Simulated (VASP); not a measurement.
# Mg2Br3 (Pm-3m) in VASP: a series of runs

The runs below take Mg2Br3 through single point, with PBE.

Everything below comes from runs of VASP 6.6.1. Logs are shortened: lines on timing, memory, paths and dates and some standing lists are left out, and cuts for length are marked.

## (1) The cell of the first run

Symmetry: Pm-3m, No. 221, cubic system. The conventional cell has a = 5.402 Å, b = 5.402 Å, c = 5.402 Å, α = 90.00°, β = 90.00°, γ = 90.00°. Mg (site symmetry m-3m) is surrounded by 12 Br at 3.82 Å. Mg (site symmetry m-3m) has 6 Br at 2.70 Å as nearest neighbours. Around Br (site symmetry 4/mmm) lie 2 Mg at 2.70 Å.

The cell was built by a generator and needn't be a form met in nature.

## (2) Single point, PBE (random cell by space group and Wyckoff sites (Pm-3m, No. 221))

INCAR

```
SYSTEM = Mg2Br3
PREC = Accurate
ENCUT = 520
EDIFF = 1E-6
ISMEAR = 0
SIGMA = 0.1
LREAL = .False.
LASPH = .True.
NELM = 100
ALGO = Normal
ISIF = 2
LWAVE = .False.
LCHARG = .False.
GGA = PE
NBANDS = 20
```

KPOINTS

```
Automatic mesh
0
Gamma
  4 4 4
  0 0 0
```

POSCAR

```
Mg2Br3
1.0
    5.4022788400      0.0000000000      0.0000000000
    0.0000000000      5.4022788400      0.0000000000
    0.0000000000      0.0000000000      5.4022788400
Mg Br
2 3
Direct
    0.0000000000      0.0000000000      0.0000000000
    0.5000000000      0.5000000000      0.5000000000
    0.0000000000      0.5000000000      0.5000000000
    0.5000000000      0.0000000000      0.5000000000
    0.5000000000      0.5000000000      0.0000000000
```

Potentials or basis: VASP PAW PBE potentials, release 64 (Mg, Br).

Launch:

```
> cat potpaw_PBE.64/Mg/POTCAR potpaw_PBE.64/Br/POTCAR > POTCAR
> mpirun -np 1 vasp_std > vasp.out
```

OUTCAR:

```text
SYSTEM = Mg2Br3
   PREC = Accurate
   ENCUT = 520
   EDIFF = 1E-6
   ISMEAR = 0
   LREAL = .False.
   LASPH = .True.
   NELM = 100
   ISIF = 2
   GGA = PE

 ion  position               nearest neighbor table
   1  0.000  0.000  0.000-
   2  0.500  0.500  0.500-   3 2.70   4 2.70   5 2.70   5 2.70   4 2.70   3 2.70
   3  0.000  0.500  0.500-   2 2.70   2 2.70
   4  0.500  0.000  0.500-   2 2.70   2 2.70
   5  0.500  0.500  0.000-   2 2.70   2 2.70

  LATTYP: Found a simple cubic cell.
 ALAT       =     5.4022788400

  Lattice vectors:

 A1 = (   5.4022788400,   0.0000000000,   0.0000000000)
 A2 = (   0.0000000000,   5.4022788400,   0.0000000000)
 A3 = (   0.0000000000,   0.0000000000,   5.4022788400)

Analysis of symmetry for initial positions (statically):
=====================================================================
 Subroutine PRICEL returns:
 Original cell was already a primitive cell.

 Routine SETGRP: Setting up the symmetry group for a
 simple cubic supercell.

 Subroutine GETGRP returns: Found 48 space group operations
 (whereof 48 operations were pure point group operations)
 out of a pool of 48 trial point group operations.

The static configuration has the point symmetry O_h .

Analysis of symmetry for dynamics (positions and initial velocities):
=====================================================================
 Subroutine PRICEL returns:
 Original cell was already a primitive cell.

 Routine SETGRP: Setting up the symmetry group for a
 simple cubic supercell.

 Subroutine GETGRP returns: Found 48 space group operations
 (whereof 48 operations were pure point group operations)
 out of a pool of 48 trial point group operations.

The dynamic configuration has the point symmetry O_h .

 Subroutine INISYM returns: Found 48 space group operations
 (whereof 48 operations are pure point group operations),
 and found     1 'primitive' translations

----------------------------------------------------------------------------------------

                                     Primitive cell

  volume of cell :     157.6634

  direct lattice vectors                    reciprocal lattice vectors
     5.402278840  0.000000000  0.000000000     0.185107069  0.000000000  0.000000000
     0.000000000  5.402278840  0.000000000     0.000000000  0.185107069  0.000000000
     0.000000000  0.000000000  5.402278840     0.000000000  0.000000000  0.185107069

  length of vectors
     5.402278840  5.402278840  5.402278840     0.185107069  0.185107069  0.185107069

  position of ions in fractional coordinates (direct lattice)
     0.000000000  0.000000000  0.000000000
     0.500000000  0.500000000  0.500000000
     0.000000000  0.500000000  0.500000000
     0.500000000  0.000000000  0.500000000
     0.500000000  0.500000000  0.000000000

  ion indices of the primitive-cell ions
   primitive index   ion index
                 1           1
                 2           2
                 3           3
                 4           4
                 5           5

----------------------------------------------------------------------------------------

 KPOINTS: Automatic mesh

Automatic generation of k-mesh.
 Grid dimensions read from file:
 generate k-points for:    4    4    4

 Generating k-lattice:

  Cartesian coordinates                     Fractional coordinates (reciprocal lattice)
     0.046276767  0.000000000  0.000000000     0.250000000  0.000000000  0.000000000
     0.000000000  0.046276767  0.000000000     0.000000000  0.250000000  0.000000000
     0.000000000  0.000000000  0.046276767     0.000000000  0.000000000  0.250000000

  Length of vectors
     0.046276767  0.046276767  0.046276767

  Shift w.r.t. Gamma in fractional coordinates (k-lattice)
     0.000000000  0.000000000  0.000000000

 Subroutine IBZKPT returns following result:
 ===========================================

 Found     10 irreducible k-points:

 Following reciprocal coordinates:
            Coordinates               Weight
  0.000000  0.000000  0.000000      1.000000
  0.250000  0.000000  0.000000      6.000000
  0.500000  0.000000  0.000000      3.000000
  0.250000  0.250000  0.000000     12.000000
  0.500000  0.250000  0.000000     12.000000
  0.500000  0.500000  0.000000      3.000000
  0.250000  0.250000  0.250000      8.000000
  0.500000  0.250000  0.250000     12.000000
  0.500000  0.500000  0.250000      6.000000
  0.500000  0.500000  0.500000      1.000000
   k-points           NKPTS =     10   k-points in BZ     NKDIM =     10   number of bands    NBANDS=     20
   number of dos      NEDOS =    301   number of ions     NIONS =      5
   total plane-waves  NPLWV =  64000
   dimension x,y,z NGX =    40 NGY =   40 NGZ =   40
   dimension x,y,z NGXF=    80 NGYF=   80 NGZF=   80
   ions per type =               2   3
   NGX,Y,Z   is equivalent  to a cutoff of  12.31, 12.31, 12.31 a.u.
   NGXF,Y,Z  is equivalent  to a cutoff of  24.62, 24.62, 24.62 a.u.
 SYSTEM =  Mg2Br3
   PREC   = accura    normal or accurate (medium, high low for compatibility)
   ISTART =      0    job   : 0-new  1-cont  2-samecut
   ICHARG =      2    charge: 1-file 2-atom 10-const
   ISPIN  =      1    spin polarized calculation?
   LNONCOLLINEAR =      F non collinear calculations
   LSORBIT =      F    spin-orbit coupling
   LASPH  =      T    aspherical Exc in radial PAW
   ENCUT  =  520.0 eV  38.22 Ry    6.18 a.u.  10.04 10.04 10.04*2*pi/ulx,y,z
   NELM   =    100;   NELMIN=  2; NELMDL= -5     # of ELM steps
   EDIFF  = 0.1E-05   stopping-criterion for ELM
   LREAL  =      F    real-space projection
   EDIFFG = 0.1E-04   stopping-criterion for IOM
   NSW    =      0    number of steps for IOM
   IBRION =     -1    ionic relax: 0-MD 1-quasi-New 2-CG
   NFREE  =      0    steps in history (QN), initial steepest desc. (CG)
   ISIF   =      2    stress and relaxation
   ISYM   =      2    0-nonsym 1-usesym 2-fastsym
   POTIM  = 0.5000    time-step for ionic-motion
   TEBEG  =    0.0;   TEEND  =   0.0 temperature during run
   PSTRESS=    0.0 pullay stress
   NELECT =      25.0000    total number of electrons
   NUPDOWN=      -1.0000    fix difference up-down
   EMIN   =  10.00;   EMAX   =-10.00  energy-range for DOS
   EFERMI =   0.00;   METHOD = LEGACY
   ISMEAR =     0;   SIGMA  =   0.10  broadening in eV -4-tet -1-fermi 0-gaus
   EFERMI_NEDOS =   21; number of points for ismear=-14 and -15
   IALGO  =     38    algorithm
   IMIX   =      4    mixing-type and parameters
     AMIX     =   0.40;   BMIX     =  1.00
     AMIX_MAG =   1.60;   BMIX_MAG =  1.00
  volume/ion in A,a.u.               =      31.53       212.79
  Fermi-wavevector in a.u.,A,eV,Ry     =   0.886090  1.674467 10.682689  0.785155
  Thomas-Fermi vector in A             =   2.007210
   LORBIT       =      0    0 simple, 1 ext, 2 COOP (PROOUT), +10 PAW based schemes
   GGA     = PE    functional components
   LHFCALC =     F    Hartree Fock is set to
   AEXX    =    0.0000 exact exchange contribution
   IVDW    =     0    specifies the selected vdW correction
   LEPSILON=     F    determine dielectric tensor
   LRPA    =     F    only Hartree local field effects (RPA)
 non-spin polarized calculation
 Gauss-broadening in eV      SIGMA  =   0.10
  energy-cutoff  :      520.00
  volume of cell :      157.66
 maximum number of plane-waves:      4272
   NGX = 21   NGY = 21   NGZ = 21

 number of electron      24.9999990 magnetization

 Free energy of the ion-electron system (eV)
  ---------------------------------------------------
  ext. energy  EPLUGINS =         0.00000000
  ---------------------------------------------------
  free energy    TOTEN  =       -12.36716787 eV

  energy without entropy =      -12.34113188  energy(sigma->0) =      -12.35414987

 E-fermi :   1.4689     XC(G=0):  -7.8001

 val. band max:        1.4229134952   @ k =   0.2500   0.2500   0.0000
 cond. band min:       1.4728129873   @ k =   0.5000   0.2500   0.2500
 fundamental gap:      0.0498994921
 Fermi energy:         1.4688981605

 k-point     1 :       0.0000    0.0000    0.0000
  band No.  band energies     occupation
      1     -14.0079      2.00000
      2     -13.3489      2.00000
      3     -13.3489      2.00000
      4      -3.2848      2.00000
      5      -3.2848      2.00000
      6      -3.2848      2.00000
[... 12 lines left out ...]
     19       6.3756      0.00000
     20       6.5842      0.00000

 k-point     2 :       0.2500    0.0000    0.0000
  band No.  band energies     occupation
      1     -13.9279      2.00000
      2     -13.4329      2.00000
      3     -13.3463      2.00000
      4      -3.2132      2.00000
      5      -3.1611      2.00000
      6      -3.1611      2.00000
[... 12 lines left out ...]
     19       6.9792      0.00000
     20       7.5419      0.00000

 k-point     3 :       0.5000    0.0000    0.0000
  band No.  band energies     occupation
      1     -13.8000      2.00000
      2     -13.5651      2.00000
      3     -13.3438      2.00000
      4      -3.0154      2.00000
      5      -3.0031      2.00000
      6      -3.0031      2.00000
[... 12 lines left out ...]
     19       7.4195      0.00000
     20       8.0146      0.00000

 k-point     4 :       0.2500    0.2500    0.0000
  band No.  band energies     occupation
      1     -13.8540      2.00000
      2     -13.4552      2.00000
      3     -13.3938      2.00000
      4      -3.6227      2.00000
      5      -3.0349      2.00000
      6      -2.5901      2.00000
[... 12 lines left out ...]
     19       7.6435      0.00000
     20       7.7641      0.00000

 k-point     5 :       0.5000    0.2500    0.0000
  band No.  band energies     occupation
      1     -13.7310      2.00000
      2     -13.5606      2.00000
      3     -13.4074      2.00000
      4      -3.7539      2.00000
      5      -2.8713      2.00000
      6      -2.6286      2.00000
[... 12 lines left out ...]
     19       7.7890      0.00000
     20       8.1660      0.00000

 k-point     6 :       0.5000    0.5000    0.0000
  band No.  band energies     occupation
      1     -13.5771      2.00000
      2     -13.5561      2.00000
      3     -13.5561      2.00000
      4      -4.0397      2.00000
      5      -2.8596      2.00000
      6      -2.6947      2.00000
[... 12 lines left out ...]
     19       6.4249      0.00000
     20       8.5760      0.00000

 k-point     7 :       0.2500    0.2500    0.2500
  band No.  band energies     occupation
      1     -13.7892      2.00000
      2     -13.4518      2.00000
      3     -13.4518      2.00000
      4      -4.0386      2.00000
      5      -2.5090      2.00000
      6      -2.5090      2.00000
[... 12 lines left out ...]
     19       7.2283      0.00000
     20       8.2237      0.00000

 k-point     8 :       0.5000    0.2500    0.2500
  band No.  band energies     occupation
      1     -13.6780      2.00000
      2     -13.5563      2.00000
      3     -13.4484      2.00000
      4      -4.2625      2.00000
      5      -2.6226      2.00000
      6      -2.2937      2.00000
[... 12 lines left out ...]
     19       7.2334      0.00000
     20       8.1069      0.00000

 k-point     9 :       0.5000    0.5000    0.2500
  band No.  band energies     occupation
      1     -13.5625      2.00000
      2     -13.5519      2.00000
      3     -13.5519      2.00000
      4      -4.5594      2.00000
      5      -2.7601      2.00000
      6      -2.3595      2.00000
[... 12 lines left out ...]
     19       6.0910      0.00000
     20       7.8380      0.00000

 k-point    10 :       0.5000    0.5000    0.5000
  band No.  band energies     occupation
      1     -13.5478      2.00000
      2     -13.5478      2.00000
      3     -13.5478      2.00000
      4      -4.8882      2.00000
      5      -2.6470      2.00000
      6      -2.6470      2.00000
[... 12 lines left out ...]
     19       6.1203      0.00000
     20       8.6836      0.00000

------------------------ aborting loop because EDIFF is reached ----------------------------------------

  FORCE on cell =-STRESS in cart. coord.  units (eV):
  Direction    XX          YY          ZZ          XY          YZ          ZX
  --------------------------------------------------------------------------------------
  -------------------------------------------------------------------------------------
  Total       -1.8442239     -1.8442239     -1.8442239      0.0000000      0.0000000     -0.0000000
  in kB      -18.7410209    -18.7410209    -18.7410209      0.0000000      0.0000000     -0.0000000
  external PRESSURE =     -18.7410209 kB  Pullay stress =       0.0000000 kB

 VOLUME and BASIS-vectors are now :
 -----------------------------------------------------------------------------
  energy-cutoff  :      520.00
  volume of cell :      157.66
      direct lattice vectors                 reciprocal lattice vectors
     5.402278840  0.000000000  0.000000000     0.185107069  0.000000000  0.000000000
     0.000000000  5.402278840  0.000000000     0.000000000  0.185107069  0.000000000
     0.000000000  0.000000000  5.402278840     0.000000000  0.000000000  0.185107069

 POSITION                                       TOTAL-FORCE (eV/Angst)
 -----------------------------------------------------------------------------------
      0.00000      0.00000      0.00000         0.000000      0.000000      0.000000
      2.70114      2.70114      2.70114         0.000000      0.000000      0.000000
      0.00000      2.70114      2.70114         0.000000      0.000000      0.000000
      2.70114      0.00000      2.70114         0.000000      0.000000      0.000000
      2.70114      2.70114      0.00000         0.000000      0.000000      0.000000
 -----------------------------------------------------------------------------------
    total drift:                                0.000000     -0.000000     -0.000000

  FREE ENERGIE OF THE ION-ELECTRON SYSTEM (eV)
  ---------------------------------------------------
  free  energy   TOTEN  =       -12.3671678671 eV

  energy  without entropy=      -12.3411318796  energy(sigma->0) =      -12.35414987
```

Run time: 24 s. Hardware: 1 thread of Intel Xeon Platinum 8259CL at 2.50GHz (Skylake/Cascade Lake), shared host; peak memory 0.24 GiB.

Results:

| Property | Result |
| --- | --- |
| Free energy | -12.3672 eV |
| Pressure | -1.9 GPa |
| Band gap on the k mesh | none (metal or under the smearing width) |

Levels at points of the mesh, in eV from the Fermi level:
| k point | band 10 | band 11 | band 12 | band 13 | band 14 | band 15 |
| --- | --- | --- | --- | --- | --- | --- |
| (0.00, 0.00, 0.00) | -2.38 | -2.38 | -2.38 | -1.09 | 0.75 | 4.81 |
| (0.50, 0.00, 0.00) | -2.77 | -2.42 | -2.42 | 0.35 | 2.37 | 2.89 |
| (0.50, 0.50, 0.00) | -2.96 | -2.91 | -1.85 | 0.28 | 3.28 | 3.60 |
| (0.50, 0.50, 0.50) | -1.83 | -1.83 | -1.83 | -0.76 | 3.87 | 3.87 |

Caveat: an odd number of electrons without spin polarisation forces a metal; a magnetic or distorted state may lie lower.

(Continued in part 2 of 2.)
